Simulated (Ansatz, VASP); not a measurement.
**MgP4H64C26S2O28F6 (Mg2+ triflate in trimethyl phosphate and diglyme at 440 K) in two plane-wave programs**

Aim: how closely do two programs agree when they are given the same cell, functional and k mesh? The cell is taken from a series of runs on this material, whose earlier steps may have relaxed, scaled, displaced or heated it; both programs get it as it stands.

Calculated with Ansatz 0.2.0; plane waves, with VASP 6.6.1 beside it; single point at RPBE with D3(BJ).

## Step 1: The starting structure

The cell holds 131 atoms: 26 C, 28 O, 64 H, 4 P, 2 S, 6 F and 1 Mg. Cell: a = 11.943 Å, b = 11.943 Å, c = 11.943 Å, α = 90.0°, β = 90.0°, γ = 90.0°. As first built, before any earlier steps moved the atoms (in the runner's words): 4 trimethyl phosphate, 2 diglyme, 1 Mg2+, 2 triflate placed at random, at 1.12 g/cm^3; overlaps pushed apart, then 10 ps at 550 K with divalent ions of Li, Roberts, Chakravorty and Merz (J. Chem. Theory Comput. 9, 2733 (2013)); MMFF94 bonds, angles, torsions, charges and radii (Halgren, J. Comput. Chem. 17, 490 (1996)) in harmonic and 12-6 forms; charges of ions scaled by 0.8. Snapshot after 30 ps at 440 K and fixed volume.

## Step 2: VASP: single point, RPBE with D3(BJ)

A single point gives forces, pressure and levels at one fixed geometry, so differences don't come from the geometry; what else differs is listed under the comparison.

Lines of VASP's logs that name or quote its potential files are left out, and so is its time.

File INCAR:

```
SYSTEM = MgP4H64C26S2O28F6
PREC = Accurate
ENCUT = 600
EDIFF = 1E-06
NELM = 120
ISMEAR = -1
SIGMA = 0.05
LREAL = Auto
ALGO = Normal
GGA = RP
IVDW = 12
NBANDS = 297
LORBIT = 11
LWAVE = .FALSE.
LCHARG = .FALSE.
ISIF = 2
LASPH = .TRUE.
GGA_COMPAT = .FALSE.
EFERMI = MIDGAP
```

File POSCAR:

```
MgP4H64C26S2O28F6
1.0
   11.9432000000      0.0000000000      0.0000000000
    0.0000000000     11.9432000000      0.0000000000
    0.0000000000      0.0000000000     11.9432000000
C O H P S F Mg
26 28 64 4 2 6 1
Direct
    0.2455200000      0.4111000000      0.2700100000
    0.1861800000      0.2962300000      0.1189500000
    0.1332300000      0.3060500000      0.0033900000
    0.0723000000      0.1897600000      0.8530800000
    0.0305800000      0.0685500000      0.8342700000
    0.0443500000      0.0474000000      0.6357400000
    0.5734900000      0.7555500000      0.2329700000
    0.5471200000      0.5595500000      0.2045600000
    0.5198800000      0.4769000000      0.1128600000
    0.5985800000      0.3993300000      0.9437300000
    0.6506600000      0.2893000000      0.9831300000
    0.6738500000      0.1001800000      0.9257500000
    0.3741700000      0.1252200000      0.7778200000
    0.4723200000      0.2864700000      0.5383300000
    0.2467200000      0.4835000000      0.5875400000
    0.0490400000      0.7325100000      0.4489300000
    0.2777900000      0.8818400000      0.1946200000
    0.3992800000      0.8471800000      0.5464200000
    0.7826100000      0.8199100000      0.7490900000
    0.6599500000      0.5811400000      0.5735000000
    0.9839900000      0.5145200000      0.7524300000
    0.9019700000      0.4081800000      0.2615500000
    0.8009200000      0.0816100000      0.2565100000
    0.7990500000      0.2590900000      0.5741000000
    0.3424600000      0.7528300000      0.8848500000
    0.9828500000      0.7578200000      0.0593000000
    0.1951500000      0.4072700000      0.1615200000
    0.1254000000      0.1946700000      0.9590100000
    0.9720500000      0.0620900000      0.7308300000
    0.5665600000      0.6663600000      0.1515700000
[... 95 atom lines left out ...]
    0.3171600000      0.6874600000      0.9735100000
    0.3343600000      0.6905700000      0.7905600000
    0.9834800000      0.7166100000      0.9538200000
    0.0575800000      0.7004000000      0.1212200000
    0.0139400000      0.8668600000      0.0550400000
    0.6733400000      0.6467800000      0.0096100000
```

File KPOINTS:

```
Automatic mesh
0
Gamma
1 1 1
0 0 0
```

PAW data sets: C, O, H, P, S, F and Mg (PBE family, release 64).

The run is started by

```bash
$ export OMP_NUM_THREADS=3
$ mpirun -np 1 vasp_gam
```

Numbers of over 12 decimals in the logs are rounded to 6 here.

Log:

```text
[banner, memory and clock lines left out]
running    1 mpi-ranks, on    1 nodes
[...]
Offloading initialized ...    1 GPUs detected
[...]
|                                                                             |
|               ----> ADVICE to this user running VASP <----                  |
|                                                                             |
|     You enforced a specific xc type in the INCAR file but a different       |
|     [... a line on the potential file left out ...]
|     I HOPE YOU KNOW WHAT YOU ARE DOING!                                     |
|                                                                             |

 LDA part: xc-table for (Slater+PW92), standard interpolation
 POSCAR, INCAR and KPOINTS ok, starting setup
[...]
entering main loop
       N       E                     dE             d eps       ncg     rms          rms(c)
DAV:   1     0.380574956985E+04    0.38057E+04   -0.23291E+05   602   0.142E+03
DAV:   2    -0.325152127560E+03   -0.41309E+04   -0.39410E+04   747   0.323E+02
DAV:   3    -0.761061899955E+03   -0.43591E+03   -0.43258E+03   724   0.111E+02
DAV:   4    -0.771556697760E+03   -0.10495E+02   -0.10446E+02   764   0.187E+01
[...]
DAV:  18    -0.707993551252E+03    0.15041E-04   -0.18905E-05   700   0.117E-02    0.437E-03
DAV:  19    -0.707993546102E+03    0.51490E-05   -0.44251E-06   636   0.731E-03    0.259E-03
DAV:  20    -0.707993545106E+03    0.99627E-06   -0.25880E-06   660   0.453E-03
   1 F= -.72714349E+03 E0= -.72714349E+03  d E =-.198497E-17
```

OUTCAR, selected parts (step 2):

```text
  FREE ENERGIE OF THE ION-ELECTRON SYSTEM (eV)
  ---------------------------------------------------
  free  energy   TOTEN  =      -727.1434908960 eV

  energy  without entropy=     -727.1434908960  energy(sigma->0) =     -727.14349090
```

The run ends at a pressure of -0.53 GPa, with forces up to 0.73 eV/Å.

## Step 3: Ansatz: single point, RPBE with D3(BJ)

Ansatz runs on its default PAW (the set named soft_2) files.

The same cell, functional, mesh and smearing now go to Ansatz, which takes its cutoff from its data sets.

File input.yaml:

```yaml
crystal:
  lattice:
    - [11.9432, 0.0, 0.0]
    - [0.0, 11.9432, 0.0]
    - [0.0, 0.0, 11.9432]
  atoms:
    - { symbol: C, position: [0.24552, 0.4111, 0.27001] }
    - { symbol: O, position: [0.19515, 0.40727, 0.16152] }
    - { symbol: C, position: [0.18618, 0.29623, 0.11895] }
    - { symbol: C, position: [0.13323, 0.30605, 0.00339] }
    - { symbol: O, position: [0.1254, 0.19467, 0.95901] }
    - { symbol: C, position: [0.0723, 0.18976, 0.85308] }
    - { symbol: C, position: [0.03058, 0.06855, 0.83427] }
    - { symbol: O, position: [0.97205, 0.06209, 0.73083] }
    - { symbol: C, position: [0.04435, 0.0474, 0.63574] }
    - { symbol: H, position: [0.25169, 0.49936, 0.29408] }
    - { symbol: H, position: [0.32948, 0.37244, 0.26816] }
    - { symbol: H, position: [0.19399, 0.36449, 0.33107] }
    - { symbol: H, position: [0.26974, 0.257, 0.11274] }
    - { symbol: H, position: [0.1342, 0.24392, 0.17487] }
    - { symbol: H, position: [0.04903, 0.34376, 0.0094] }
    - { symbol: H, position: [0.18573, 0.35775, 0.94773] }
    - { symbol: H, position: [0.13336, 0.21054, 0.78688] }
    - { symbol: H, position: [0.002, 0.24957, 0.84855] }
    - { symbol: H, position: [0.10189, 0.01008, 0.83657] }
    - { symbol: H, position: [0.97047, 0.04637, 0.90027] }
    - { symbol: H, position: [0.08932, 0.96695, 0.64159] }
    - { symbol: H, position: [0.10656, 0.11541, 0.63057] }
    - { symbol: H, position: [0.99083, 0.04828, 0.56129] }
    - { symbol: C, position: [0.57349, 0.75555, 0.23297] }
    - { symbol: O, position: [0.56656, 0.66636, 0.15157] }
    - { symbol: C, position: [0.54712, 0.55955, 0.20456] }
    - { symbol: C, position: [0.51988, 0.4769, 0.11286] }
    - { symbol: O, position: [0.6094, 0.48274, 0.03108] }
    - { symbol: C, position: [0.59858, 0.39933, 0.94373] }
    - { symbol: C, position: [0.65066, 0.2893, 0.98313] }
[... 95 atom lines left out ...]
    - { symbol: O, position: [0.81428, 0.62527, 0.12529] }
    - { symbol: C, position: [0.98285, 0.75782, 0.0593] }
    - { symbol: F, position: [0.98348, 0.71661, 0.95382] }
    - { symbol: F, position: [0.05758, 0.7004, 0.12122] }
    - { symbol: F, position: [0.01394, 0.86686, 0.05504] }
    - { symbol: Mg, position: [0.67334, 0.64678, 0.00961] }
kpoints:
  mp_grid: { grid: [1, 1, 1] }
hamiltonian:
  xc: rpbe
  dispersion: d3bj
scf:
  occupations: { method: fermi_dirac, width: 0.05 }
output:
  forces: true
  stress: true
  populations: true
  dos:
    method: { smearing: { sigma: 0.15 } }
    de: 0.1
    projected: { site_lists: { C: [C], F: [F], H: [H], Mg: [Mg], O: [O] } }
  eigenvalues: true
```

The run is started by

```bash
$ ansatz run input.yaml --threads 4 --pin off --max-ram 8192MiB --backend cpu --events-out ev --progress --plain --runs-dir out
```

Log:

```text
Engine: ansatz 0.2.0, aarch64-unknown-linux-gnu
Pseudopotentials: kind: paw
Pseudopotential: C, paw, valence charge 4, recommended cutoff 420 eV (normal), C.paw.azcp
Pseudopotential: O, paw, valence charge 6, recommended cutoff 420 eV (normal), O.paw.azcp
Pseudopotential: H, paw, valence charge 1, recommended cutoff 420 eV (normal), H.paw.azcp
Pseudopotential: P, paw, valence charge 5, recommended cutoff 420 eV (normal), P.paw.azcp
Pseudopotential: S, paw, valence charge 6, recommended cutoff 420 eV (normal), S.paw.azcp
Pseudopotential: F, paw, valence charge 7, recommended cutoff 420 eV (normal), F.paw.azcp
Pseudopotential: Mg, paw, valence charge 10, recommended cutoff 420 eV (normal), Mg.paw.azcp
Functional definition: RPBE
  parameter kappa = 0.804
  parameter beta = 0.066725
  exchange = rpbe_x(kappa = kappa, mu = beta*pi^2/3)
  correlation = pbe_c(beta = beta)
Crystal: 131 atoms, lattice volume = 1703.578 Å³
Basis set: ecut = 420 eV, 33371 PW (Γ), exchange–correlation on 160×160×160 points (8 copies of the dense FFT grid, shifted against one another)
Bands: 341, of which v1, the nominal top of the filled ones, is band 210 counted from 1 (209 counted from 0)
Symmetry: 1 space group operations
Space group: P1 (ITA 1), of the structure as read, at distance tolerance 1.2e-4 Å
k-points: 1
Non-local potential: C, projectors of the file, l = 0: 2, l = 1: 2, l = 2: 1
Non-local potential: O, projectors of the file, l = 0: 2, l = 1: 2, l = 2: 1
Non-local potential: H, projectors of the file, l = 0: 2, l = 1: 1
Non-local potential: P, projectors of the file, l = 0: 2, l = 1: 2, l = 2: 2
Non-local potential: S, projectors of the file, l = 0: 2, l = 1: 2, l = 2: 2
Non-local potential: F, projectors of the file, l = 0: 2, l = 1: 2, l = 2: 1
Non-local potential: Mg, projectors of the file, l = 0: 3, l = 1: 2, l = 2: 1
PAW form: soft (Blöchl's): semilocal exchange-correlation on the pseudo side does not see the compensation charge
PAW frozen core: C, regenerated for the run's functional, and the local potential with it (the file was generated under x = pbe(κ = 0.804, μ = 0.219515), c = pbe(β = 0.066725))
PAW frozen core: O, regenerated for the run's functional, and the local potential with it (the file was generated under x = pbe(κ = 0.804, μ = 0.219515), c = pbe(β = 0.066725))
PAW frozen core: P, regenerated for the run's functional, and the local potential with it (the file was generated under x = pbe(κ = 0.804, μ = 0.219515), c = pbe(β = 0.066725))
PAW frozen core: S, regenerated for the run's functional, and the local potential with it (the file was generated under x = pbe(κ = 0.804, μ = 0.219515), c = pbe(β = 0.066725))
PAW frozen core: F, regenerated for the run's functional, and the local potential with it (the file was generated under x = pbe(κ = 0.804, μ = 0.219515), c = pbe(β = 0.066725))
PAW frozen core: Mg, regenerated for the run's functional, and the local potential with it (the file was generated under x = pbe(κ = 0.804, μ = 0.219515), c = pbe(β = 0.066725))
PAW one-centre angular grid: C, 110 points (default); XC on 64 Gauss nodes
PAW one-centre angular grid: O, 110 points (default); XC on 64 Gauss nodes
PAW one-centre angular grid: H, 110 points (default); XC on 64 Gauss nodes
PAW one-centre angular grid: P, 110 points (default); XC on 64 Gauss nodes
PAW one-centre angular grid: S, 110 points (default); XC on 64 Gauss nodes
PAW one-centre angular grid: F, 110 points (default); XC on 64 Gauss nodes
PAW one-centre angular grid: Mg, 110 points (default); XC on 64 Gauss nodes
Initial density: superposition of atomic densities (neutral atoms: chi_scale 0, normalization atom), corrected by the library's trained network
Initial wavefunctions: pseudopotential atomic-orbital guess
Functional: x = rpbe, c = pbe(β = 0.066725)
SCF iter   1: F=—  HF=-35178.647537 eV  |F-HF|=—  |Δ(HF+E_count)|=         —  Δρ=5.44e-3  dr2=5.45e-1  ethr=1.77e-3  ⟨swp⟩=6.0  Hψ=1679  notcnv=0  defer=104
preconditioner: auto → Resta (q_TF=auto, 2.160 Å⁻¹)  ε∞=2.3  [insulator: Δε(μ)=4.849 eV  Ē_g=15.934 eV  σ=0.050 eV  W_gap=1.00  n_scr=256 (ndim 8)  ℏωp=17.9 eV  f_vac=0.348  D(μ)=0.00/eV (n_scr^D=0)  ε∞_Penn≈2.3]
SCF iter   2: F=—  HF=-35178.533776 eV  |F-HF|=—  |Δ(HF+E_count)|=   1.14e-1  Δρ=2.79e-3  dr2=1.35e-1  ethr=1.30e-4  ⟨swp⟩=2.0  Hψ=544  notcnv=0  defer=123
SCF iter   3: F=—  HF=-35178.517465 eV  |F-HF|=—  |Δ(HF+E_count)|=   1.63e-2  Δρ=1.44e-3  dr2=4.24e-2  ethr=3.21e-5  ⟨swp⟩=4.0  Hψ=437  notcnv=0  defer=123
SCF iter   4: F=—  HF=-35178.498936 eV  |F-HF|=—  |Δ(HF+E_count)|=   1.85e-2  Δρ=4.15e-4  dr2=3.69e-3  ethr=1.01e-5  ⟨swp⟩=3.0  Hψ=582  notcnv=0  defer=123
[...]
atom  91  H      0.02673733     0.01598445     0.04174752
  atom  92  H     -0.00757103     0.00396280    -0.00178819
  atom  93  H      0.01387121    -0.00538233    -0.00031585
  atom  94  H     -0.00428249    -0.00736895     0.00390966
  atom  95  H      0.00855643    -0.02641490    -0.02645370
  atom  96  H     -0.01246589    -0.00623754     0.03644028
  atom  97  H     -0.01306100     0.01153600    -0.00502897
  atom  98  C      0.03744263     0.02711414    -0.05747003
  atom  99  O     -0.06553117    -0.01442449     0.04011926
  atom 100  P      0.08748693    -0.04553642    -0.00754874
  atom 101  O     -0.01031817     0.00845202     0.01671326
  atom 102  O     -0.00888323    -0.00231054     0.03210714
  atom 103  C      0.00861165     0.00230620    -0.01367052
  atom 104  O     -0.03812648     0.01329471    -0.07583220
  atom 105  C      0.01621769    -0.00642950     0.08567519
  atom 106  H      0.00816287    -0.02171356    -0.02543969
  atom 107  H      0.01781582    -0.00172852     0.02065794
  atom 108  H     -0.01380239    -0.00874626     0.01382975
  atom 109  H      0.00167762     0.01268065     0.00949506
  atom 110  H      0.00496694     0.02509522    -0.00714301
  atom 111  H     -0.01529509    -0.00048937    -0.00772277
  atom 112  H      0.03628342     0.02129946    -0.00017071
  atom 113  H     -0.00471527    -0.02397654     0.00172584
  atom 114  H     -0.00682061    -0.00709704    -0.00878180
[...]
atom 124  S     -0.03167891    -0.01369769    -0.14214755
  atom 125  O      0.00508702     0.00984336     0.05016111
  atom 126  O      0.02056968     0.02710583     0.02915033
  atom 127  C      0.04222315     0.10606015    -0.03222784
  atom 128  F     -0.01588676    -0.00986855     0.02200905
  atom 129  F     -0.00077068    -0.01603208     0.01380715
  atom 130  F     -0.03188632    -0.08343065     0.02388520
  atom 131  Mg    -0.16712924    -0.01178994    -0.08029665
  max |Σ_I F_I| component: 1.50e-4 eV/Å
--- Stress (GPa, compression-positive) ---
       -0.250835       0.020497       0.041815
        0.020497      -0.462480      -0.022593
        0.041816      -0.022593      -0.280230
  P = ⅓ Tr σ = -0.3312 GPa (-3.312 kbar)
--- Band table (eV) ---
  k-point 0: bands = [... 206 lower, -1.2231, -1.0980, -1.0678, -0.6711, 3.5587, 3.9712, 4.1960, 4.2847, ... 127 higher]
--- Löwdin populations: 131 sites ---
  site symbol       q [e]
     0      C      4.2167
     1      O      6.3408
     2      C      4.0359
     3      C      4.0364
     4      O      6.3547
     5      C      4.0462
     6      C      4.0406
     7      O      6.3533
     8      C      4.2181
     9      H      0.7769
    10      H      0.8423
    11      H      0.8359
    12      H      0.8327
    13      H      0.8364
    14      H      0.8446
    15      H      0.8081
    16      H      0.8394
    17      H      0.8473
    18      H      0.8298
    19      H      0.8035
    20      H      0.8215
    21      H      0.8191
    22      H      0.7912
    23      C      4.2236
[...]
123      S      3.7582
   124      O      6.7292
   125      O      6.8131
   126      C      3.3179
   127      F      7.2205
   128      F      7.2080
   129      F      7.2181
   130     Mg      8.3696
  spilling = 0.016281 (of n_electrons = 420.000000)
```

## Step 4: Differences

Known differences besides the potentials themselves: the data sets hold 420 valence electrons in Ansatz (on its default PAW (the set named soft_2) files) and 412 in VASP; the cutoff is 420 eV in Ansatz and 600 eV in VASP (PREC = Accurate, projectors in real space); Ansatz makes its cores anew for this functional, VASP keeps those of its PBE data sets. Total energies have different zeros and are not compared.

Both answers:

| quantity | Ansatz | VASP | difference |
| --- | --- | --- | --- |
| pressure (GPa) | -0.33 | -0.53 | +0.20 |
| gap on the k mesh (eV) | 4.230 | 4.220 | +0.010 |

Forces on 9 of the 131 atoms, those with the largest forces and the largest differences (eV/Å; atoms numbered as in POSCAR):

| atom | Ansatz x, y, z | VASP x, y, z |
| --- | --- | --- |
| C4 | 0.216, -0.311, -0.284 | 0.167, -0.338, -0.391 |
| C5 | 0.013, 0.690, 0.090 | 0.049, 0.694, 0.205 |
| C25 | 0.134, 0.138, 0.048 | 0.519, 0.301, 0.082 |
| C26 | 0.042, 0.106, -0.032 | -0.336, 0.080, 0.125 |
| O28 | -0.025, -0.061, 0.533 | 0.017, -0.145, 0.596 |
| O29 | -0.279, -0.218, -0.356 | -0.383, -0.214, -0.371 |
| S123 | 0.126, 0.406, 0.124 | 0.325, 0.468, 0.132 |
| F127 | -0.057, -0.070, -0.073 | -0.080, -0.280, -0.401 |
| F129 | -0.001, -0.016, 0.014 | 0.261, -0.222, 0.239 |

The forces differ by 83 meV/Å r.m.s., which is 64.7 % of the r.m.s. force of 0.129 eV/Å (both taken over all components). A gap on the mesh is an upper bound, since the band edges may lie between its points.

## Step 5: Results

```yaml
r_m_s_force_difference_single_point_rpbe_with_d3_bj: 83 meV/Å
```

**Reading.** The r.m.s. force difference is 83 meV/Å (single point, RPBE with D3(BJ)), beyond the 12 meV/Å picked in this series as the mark of a large difference. The data sets hold unlike numbers of valence electrons (420 in Ansatz and 412 in VASP), so part of the differences comes from the potentials. What causes the difference of the single point, RPBE with D3(BJ) pair stays open here. How closely two codes agree says nothing of how well the functional describes the real material.

[Lines on the potential files, build, host, timing and source positions are cut from VASP's logs without a mark.]

[Logs are printed without paths, hosts, clocks, repeated set-up lines and the standing remarks that a program may print on its own settings, such as how far it seeks lower states.]

[Hosts, paths, dates, database ids (printed as entryN), source tags and the programs' standing remarks are cut or masked in the printed files.]

[The MMFF94 radii named for the starting cell were scaled by 0.96; in molecules described by MMFF94, hydrogen bound to N, O or S took a small fixed 12-6 site in their place.]
